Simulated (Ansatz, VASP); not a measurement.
# KH6C3NO5 (KH6C3NO5 (P2_1/c)) in two plane-wave programs, part 2 of 3

Wanted: the spread between two codes on one cell, functional and k mesh. Of the first pair: The structure shown is the start of the Ansatz relaxation below; VASP solves that cell, so the two are compared at the walk's first step.

VASP 6.6.1 and Ansatz 0.2.0.

So far: The starting structure; Ansatz: relaxation, LDA.

### 3. VASP: single point, LDA, start cell, pair 1

Level of this step: LDA; plane waves and PAW (K_sv, H, C, N, O) (VASP).

The same cell, functional (in two slightly different forms) and mesh now go to VASP, with its own data sets.

Lines of VASP's logs that name or quote its potential files are left out, and so is its time.

INCAR reads:

```
SYSTEM = KH6C3NO5
PREC = Accurate
ENCUT = 520
EDIFF = 1E-06
NELM = 120
ISMEAR = 0
SIGMA = 0.01
LREAL = Auto
ALGO = Normal
GGA = PW92
NBANDS = 168
LORBIT = 11
LWAVE = .FALSE.
LCHARG = .FALSE.
ISIF = 2
LASPH = .TRUE.
GGA_COMPAT = .FALSE.
EFERMI = MIDGAP
KPAR = 4
```

POSCAR reads:

```
KH6C3NO5
1.0
    7.4570000000      0.0000000000      0.0000000000
    0.0000000000     13.0020000000      0.0000000000
   -1.8111800000      0.0000000000      6.5709600000
K H C N O
4 24 12 4 20
Direct
    0.5014411808      0.6393631749      0.0952676626
    0.4960849857      0.1406629749      0.4034418106
    0.4959985112      0.3584294724      0.9027600229
    0.5034862955      0.8592601138      0.6000493079
    0.9755121199      0.7329795416      0.9520831051
    0.0258102268      0.2330179972      0.5513349648
    0.0259576755      0.2675896016      0.0477403606
    0.9733638339      0.7674588525      0.4498581638
    0.9878067722      0.8518689432      0.8311570912
    0.0136979355      0.3517689586      0.6668279825
    0.0137517641      0.1477003538      0.1642834533
    0.9896854701      0.6473773266      0.3347456079
    0.5529964345      0.8965774496      0.1210781986
    0.4489140753      0.3962082756      0.3816032969
    0.4480908076      0.1044993078      0.8816976515
    0.5495551874      0.6035379172      0.6176266482
    0.2301353258      0.9615905245      0.9467414198
    0.7671059674      0.4625596062      0.5506957887
    0.7709059488      0.0396323643      0.0523667775
    0.2310341462      0.5392478080      0.4480623836
    0.8800201399      0.4874865405      0.1404665376
    0.1188017464      0.9861636671      0.3581668432
    0.1216410209      0.5133517920      0.8574394000
    0.8794964510      0.0144823873      0.6409109171
    0.8113466623      0.5359021689      0.9192416329
    0.1826176436      0.0354176281      0.5772368117
    0.1866886682      0.4635671435      0.0785882124
    0.8124511898      0.9640593755      0.4209126216
    0.8532628481      0.8582371943      0.0770663647
    0.1435073635      0.3567912629      0.4211256803
    0.1441635077      0.1422934933      0.9228940672
    0.8555539300      0.6411167513      0.5774498703
    0.0058212849      0.8131133672      0.9785936910
    0.9987168677      0.3138594062      0.5218872128
    0.9986618620      0.1864713121      0.0201644813
    0.9993964994      0.6849869251      0.4788037060
    0.1960913617      0.8292416551      0.1094056272
    0.8007041033      0.3277111214      0.3919822979
    0.7997734652      0.1719812337      0.8925179882
    0.1970034383      0.6732502692      0.6078107309
    0.2916052499      0.9090909091      0.0618935437
    0.7117839915      0.4095985233      0.4412445061
    0.7115955580      0.0904091678      0.9416888856
    0.2861276901      0.5895631441      0.5620944276
    0.6933823164      0.8254422397      0.0136661919
    0.3049569648      0.3244731580      0.4864585997
    0.3052962758      0.1754037840      0.9839962502
    0.6934534970      0.6754191663      0.5131365889
    0.9068520975      0.9292570374      0.2096953870
    0.0940295217      0.4300184587      0.2930013271
    0.0936439713      0.0700199969      0.7940696641
    0.9082969753      0.5703507153      0.7076439364
    0.2703758164      0.7691508999      0.2466306293
    0.7306893614      0.2689893862      0.2515766342
    0.7281535335      0.2323411783      0.7527362821
    0.2722381114      0.7333410245      0.7476228740
    0.4681329217      0.9358406399      0.1829565239
    0.5356809076      0.4349407783      0.3174574187
    0.5323726984      0.0669666205      0.8193018980
    0.4643740138      0.5666435933      0.6839944240
    0.7726576895      0.5136209814      0.0404202734
    0.2279025426      0.0124826950      0.4576956792
    0.2299005515      0.4871327488      0.9621729549
    0.7699229703      0.9877172743      0.5372274371
```

KPOINTS reads:

```
Automatic mesh
0
Gamma
2 1 2
0 0 0
```

Potentials, in the order of the species: K_sv, H, C, N and O (LDA family, release 64).

Launch:

```console
$ mpirun -np 8 vasp_std
```

Numbers of over 12 decimals in the logs are rounded to 6 here.

The program printed:

```text
[banner, memory and clock lines left out]
running    8 mpi-ranks, on    1 nodes
[...]
|                                                                             |
|           W    W    AA    RRRRR   N    N  II  N    N   GGGG   !!!           |
|           W    W   A  A   R    R  NN   N  II  NN   N  G    G  !!!           |
|           W    W  A    A  R    R  N N  N  II  N N  N  G       !!!           |
|           W WW W  AAAAAA  RRRRR   N  N N  II  N  N N  G  GGG   !            |
|           WW  WW  A    A  R   R   N   NN  II  N   NN  G    G                |
|           W    W  A    A  R    R  N    N  II  N    N   GGGG   !!!           |
|                                                                             |
|     For optimal performance we recommend to set                             |
|       NCORE = 2 up to number-of-cores-per-socket                            |
|     NCORE specifies how many cores store one orbital (NPAR=cpu/NCORE).      |
|     This setting can greatly improve the performance of VASP for DFT.       |
[...]
|                                                                             |
|     You enforced a specific xc type in the INCAR file but a different       |
|     [... a line on the potential file left out ...]
|     I HOPE YOU KNOW WHAT YOU ARE DOING!                                     |
|                                                                             |

 LDA part: xc-table for (Slater(with rela. corr.)+PW92), standard interpolation
 POSCAR, INCAR and KPOINTS ok, starting setup
[...]
entering main loop
       N       E                     dE             d eps       ncg     rms          rms(c)
DAV:   1     0.164972544294E+04    0.16497E+04   -0.12628E+05  1360   0.137E+03
DAV:   2    -0.275927638861E+03   -0.19257E+04   -0.18503E+04  1648   0.353E+02
DAV:   3    -0.440662191342E+03   -0.16473E+03   -0.16284E+03  1696   0.106E+02
DAV:   4    -0.447954722244E+03   -0.72925E+01   -0.72722E+01  1888   0.210E+01
[...]
DAV:  14    -0.413399872945E+03    0.39474E-05   -0.19443E-04  1792   0.453E-02    0.189E-02
DAV:  15    -0.413399872909E+03    0.35952E-07   -0.37355E-05  1856   0.200E-02    0.959E-03
DAV:  16    -0.413399872590E+03    0.31926E-06   -0.81423E-06  1584   0.806E-03
   1 F= -.41339987E+03 E0= -.41339987E+03  d E =0.000000E+00
```

OUTCAR, selected parts (step 3):

```text
  Total       -7.9514426     -4.6517979     -5.0168024      0.2479071      0.0438886      0.2082251
  in kB      -19.9964722    -11.6984491    -12.6163710      0.6234426      0.1103721      0.5236493
  external PRESSURE =     -14.7704308 kB  Pullay stress =       0.0000000 kB

 POSITION                                       TOTAL-FORCE (eV/Angst)
 -----------------------------------------------------------------------------------
      3.56670      8.31300      0.62600        -0.064798     -0.008066     -0.040879
      2.96860      1.82890      2.65100         0.055308     -0.051126      0.066150
      2.06360      4.66030      5.93200         0.059570      0.064278      0.070367
      2.66770     11.17210      3.94290        -0.070670      0.051209     -0.117948
      5.55000      9.53020      6.25610         0.064922     -1.031392     -0.171099
     -0.80610      3.02970      3.62280        -0.004887     -0.778139      0.141047
      0.10710      3.47920      0.31370        -0.038101      0.677766      0.180357
      6.44360      9.97850      2.95600        -0.029553      0.137508     -0.106489
      5.86070     11.07600      5.46150        -0.103117      0.071933     -0.220320
     -1.10560      4.57370      4.38170         0.126587      0.401551      0.698900
     -0.19500      1.92040      1.07950         0.107400     -0.287186      0.789971
      6.77380      8.41720      2.19960        -0.164806     -0.367478     -0.770607
      3.90440     11.65730      0.79560         1.013813     -0.589755     -0.347820
      2.65640      5.15150      2.50750        -0.621830     -0.272661      0.076656
[...]
-----------------------------------------------------------------------------------
    total drift:                                0.028232     -0.010898     -0.004119

  FREE ENERGIE OF THE ION-ELECTRON SYSTEM (eV)
  ---------------------------------------------------
  free  energy   TOTEN  =      -413.3998725897 eV

  energy  without entropy=     -413.3998725897  energy(sigma->0) =     -413.39987259

[... 2 further parts left out ...]
```

The run ends at a pressure of -1.48 GPa, with forces up to 2.6 eV/Å.

### 4. Side by side

Known differences besides the potentials themselves: fixed occupations in Ansatz, narrow Gaussian smearing in VASP; the cutoff is 420 eV in Ansatz and 520 eV in VASP (PREC = Accurate, projectors in real space); VASP's log shows a relativistic correction to its local exchange, Ansatz's none. Total energies have different zeros and are not compared.

Forces on 10 of the 64 atoms, those with the largest forces and the largest differences (eV/Å; atoms numbered as in POSCAR):

```csv
atom,"Ansatz x, y, z","VASP x, y, z"
H15,"-1.273, 0.834, 0.634","-1.404, 0.902, 0.678"
C29,"2.172, 0.529, 0.249","2.513, 0.448, 0.179"
C33,"-1.272, 1.643, 0.658","-1.288, 1.636, 0.663"
N43,"-0.983, 0.827, -1.642","-0.828, 0.814, -1.518"
N44,"0.474, 1.149, 1.498","0.307, 1.137, 1.362"
O45,"-0.972, -0.116, -0.131","-1.367, -0.263, -0.268"
O53,"-0.069, -0.309, 0.532","0.037, -0.608, 0.875"
O54,"-0.304, -0.226, -0.324","-0.398, -0.532, -0.686"
O57,"-1.685, -0.075, -0.316","-1.595, 0.023, -0.171"
O59,"2.206, -0.595, 0.221","2.132, -0.692, 0.073"
```

The forces differ by 142 meV/Å r.m.s., which is 22.2 % of the r.m.s. force of 0.638 eV/Å (both taken over all components).

### 5. Ansatz: relaxation, LDA

This run makes the geometry at which the two programs are then compared. The cell compared in this pair holds 581.55 Å³, against 637.09 Å³ for the pair before.

The structure compared here is the end of the Ansatz relaxation.

input.yaml reads:

```yaml
crystal:
  lattice:
    - [7.457, 0.0, 0.0]
    - [0.0, 13.002, 0.0]
    - [-1.81118, 0.0, 6.57096]
  atoms:
    - { symbol: K, position: [0.50144, 0.63936, 0.09526] }
    - { symbol: K, position: [0.49609, 0.14066, 0.40344] }
    - { symbol: K, position: [0.496, 0.35843, 0.90276] }
    - { symbol: K, position: [0.50348, 0.85926, 0.60005] }
    - { symbol: H, position: [0.97552, 0.73298, 0.95209] }
    - { symbol: H, position: [0.02581, 0.23302, 0.55133] }
    - { symbol: H, position: [0.02596, 0.26759, 0.04774] }
    - { symbol: H, position: [0.97337, 0.76746, 0.44986] }
    - { symbol: H, position: [0.98781, 0.85187, 0.83115] }
    - { symbol: H, position: [0.0137, 0.35177, 0.66683] }
    - { symbol: H, position: [0.01376, 0.1477, 0.16429] }
    - { symbol: H, position: [0.98968, 0.64738, 0.33475] }
    - { symbol: H, position: [0.553, 0.89658, 0.12108] }
    - { symbol: H, position: [0.44892, 0.39621, 0.3816] }
    - { symbol: H, position: [0.44809, 0.1045, 0.8817] }
    - { symbol: H, position: [0.54955, 0.60354, 0.61763] }
    - { symbol: H, position: [0.23013, 0.96159, 0.94674] }
    - { symbol: H, position: [0.76711, 0.46256, 0.5507] }
    - { symbol: H, position: [0.77091, 0.03963, 0.05237] }
    - { symbol: H, position: [0.23104, 0.53925, 0.44806] }
    - { symbol: H, position: [0.88002, 0.48749, 0.14046] }
    - { symbol: H, position: [0.1188, 0.98616, 0.35817] }
    - { symbol: H, position: [0.12164, 0.51335, 0.85744] }
    - { symbol: H, position: [0.87949, 0.01448, 0.64091] }
    - { symbol: H, position: [0.81134, 0.5359, 0.91924] }
    - { symbol: H, position: [0.18262, 0.03542, 0.57724] }
    - { symbol: H, position: [0.18669, 0.46357, 0.07859] }
    - { symbol: H, position: [0.81245, 0.96406, 0.42092] }
    - { symbol: C, position: [0.85326, 0.85824, 0.07706] }
    - { symbol: C, position: [0.1435, 0.35679, 0.42112] }
    - { symbol: C, position: [0.14417, 0.14229, 0.9229] }
    - { symbol: C, position: [0.85556, 0.64112, 0.57745] }
    - { symbol: C, position: [0.00582, 0.81311, 0.9786] }
    - { symbol: C, position: [0.99872, 0.31386, 0.52188] }
    - { symbol: C, position: [0.99866, 0.18647, 0.02016] }
    - { symbol: C, position: [0.9994, 0.68499, 0.47881] }
    - { symbol: C, position: [0.19609, 0.82924, 0.10941] }
    - { symbol: C, position: [0.8007, 0.32771, 0.39198] }
    - { symbol: C, position: [0.79978, 0.17198, 0.89252] }
    - { symbol: C, position: [0.19701, 0.67325, 0.60781] }
    - { symbol: "N", position: [0.29161, 0.90909, 0.0619] }
    - { symbol: "N", position: [0.71179, 0.4096, 0.44125] }
    - { symbol: "N", position: [0.71159, 0.09041, 0.94169] }
    - { symbol: "N", position: [0.28612, 0.58956, 0.56209] }
    - { symbol: O, position: [0.69339, 0.82544, 0.01367] }
    - { symbol: O, position: [0.30496, 0.32447, 0.48646] }
    - { symbol: O, position: [0.3053, 0.1754, 0.984] }
    - { symbol: O, position: [0.69345, 0.67542, 0.51314] }
    - { symbol: O, position: [0.90685, 0.92926, 0.2097] }
    - { symbol: O, position: [0.09403, 0.43002, 0.293] }
    - { symbol: O, position: [0.09364, 0.07002, 0.79407] }
    - { symbol: O, position: [0.9083, 0.57035, 0.70764] }
    - { symbol: O, position: [0.27038, 0.76915, 0.24663] }
    - { symbol: O, position: [0.73069, 0.26899, 0.25158] }
    - { symbol: O, position: [0.72815, 0.23234, 0.75274] }
    - { symbol: O, position: [0.27224, 0.73334, 0.74763] }
    - { symbol: O, position: [0.46813, 0.93584, 0.18296] }
    - { symbol: O, position: [0.53568, 0.43494, 0.31745] }
    - { symbol: O, position: [0.53237, 0.06697, 0.8193] }
    - { symbol: O, position: [0.46438, 0.56664, 0.684] }
    - { symbol: O, position: [0.77266, 0.51362, 0.04042] }
    - { symbol: O, position: [0.2279, 0.01248, 0.4577] }
    - { symbol: O, position: [0.2299, 0.48713, 0.96217] }
    - { symbol: O, position: [0.76992, 0.98772, 0.53722] }
kpoints:
  mp_grid: { grid: [2, 1, 2] }
hamiltonian:
  xc: lda
scf:
  occupations: { method: fixed }
output:
  forces: true
relax:
  f_tol: 0.05
  max_steps: 150
  cell: {}
```

Launch:

```console
$ ansatz run input.yaml --threads 4 --pin off --max-ram 8192MiB --backend cpu --events-out ev --progress --plain --runs-dir out
```

The program printed:

```text
[...]
Crystal: 64 atoms, lattice volume = 637.093 Å³
Basis set: ecut = 420 eV, 12457 PW (Γ)
Bands: 188, of which v1, the nominal top of the filled ones, is band 124 counted from 1 (123 counted from 0)
Symmetry: 1 space group operations
[...]
k-points: 4
[...]
SCF iter   1: F=—  HF=-21879.433218 eV  |F-HF|=—  |Δ(HF+E_count)|=         —  Δρ=1.10e-2  dr2=6.17e-1  ethr=1.77e-3  ⟨swp⟩=5.0  Hψ=2424  notcnv=0  defer=246
[...]
- { symbol: O, position: [0.316514, 0.177347, 0.981069] }
    - { symbol: O, position: [0.683270, 0.677386, 0.519050] }
    - { symbol: O, position: [0.900643, 0.929938, 0.218012] }
    - { symbol: O, position: [0.099061, 0.429943, 0.281972] }
    - { symbol: O, position: [0.099102, 0.070328, 0.782013] }
    - { symbol: O, position: [0.900615, 0.570319, 0.718036] }
[...]
- { symbol: O, position: [0.779269, 0.521413, 0.056079] }
    - { symbol: O, position: [0.220427, 0.021408, 0.443944] }
    - { symbol: O, position: [0.220397, 0.478882, 0.943931] }
    - { symbol: O, position: [0.779326, 0.978871, 0.556087] }
[key lines of the parts left out:]
P = ⅓ Tr σ = 0.0055 GPa (0.055 kbar)
```

(Part 2 of 3 ends here.)

[Lines on the potential files, build, host, timing and source positions are cut from VASP's logs without a mark.]

[Logs are printed without paths, hosts, clocks, repeated set-up lines and the standing remarks that a program may print on its own settings, such as how far it seeks lower states.]

[Hosts, paths, dates, database ids (printed as entryN), source tags and the programs' standing remarks are cut or masked in the printed files.]
